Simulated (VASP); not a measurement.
A convergence study with VASP on Tb (hcp): one setting is varied, all else stays as given below, so the limit is that of these other settings. Each run relaxes cell and ions; the cell shown is the tightest run's result. The basis is that of the starting cell, so low cut-offs carry a Pulay error.

```xyz
2
Lattice="1.8060 -3.1281 0.0000 1.8060 3.1281 0.0000 0.0000 0.0000 5.7014" Properties=species:S:1:pos:R:3 pbc="T T T"
Tb     1.8060     1.0427     1.4254
Tb     1.8060    -1.0427     4.2761
```

These are PBE GGA, VASP's PBE PAW potentials (set 64) (plane waves; VASP) values and carry that method's errors. The tightest run used: 700 eV cut-off, 10×10×5 Γ-centred mesh, first-order Methfessel-Paxton smearing of 0.10 eV, potentials Tb_3.

The 4f electrons are frozen in the core of the lanthanide potential, so 4f levels, which can set the real gap, and their magnetism are missing.

The reference is ENCUT = 700, which took about 2 core-minutes. The timings are rough (shared machines, no repeats); factors under 2 mean little.

**Question.** Of the settings ENCUT = 150; ENCUT = 200; ENCUT = 250; ENCUT = 300; ENCUT = 350; ENCUT = 400; ENCUT = 450; ENCUT = 500; ENCUT = 550; ENCUT = 600; ENCUT = 650; ENCUT = 700, which is the lowest that keeps the difference from the reference in relaxed volume (Å³/atom) within 0.05 from there on, and what does it cost?

**Answer.** ENCUT = 250; its cost over the reference is about 1/6.
```
setting      difference in relaxed volume (Å³/atom)  cost over the reference
-----------  --------------------------------------  -----------------------
ENCUT = 150                                   0.387               about 1/10
ENCUT = 200                                   0.203                about 1/8
ENCUT = 250                                   0.031                about 1/6
ENCUT = 300                                   0.026                about 1/5
ENCUT = 350                                   0.015                about 1/5
ENCUT = 400                                   0.007                about 1/4
ENCUT = 450                                   0.006                about 1/3
ENCUT = 500                                   0.004                about 1/2
ENCUT = 550                                   0.002     within a factor of 2
ENCUT = 600                                   0.003     within a factor of 2
ENCUT = 650                                   0.001     within a factor of 2
ENCUT = 700                                   0.000                reference
```

Left out are rungs that failed or repeat a setting and relaxations that didn't move; long series are thinned to 24 rows.

The compound is Tb in the hcp structure.
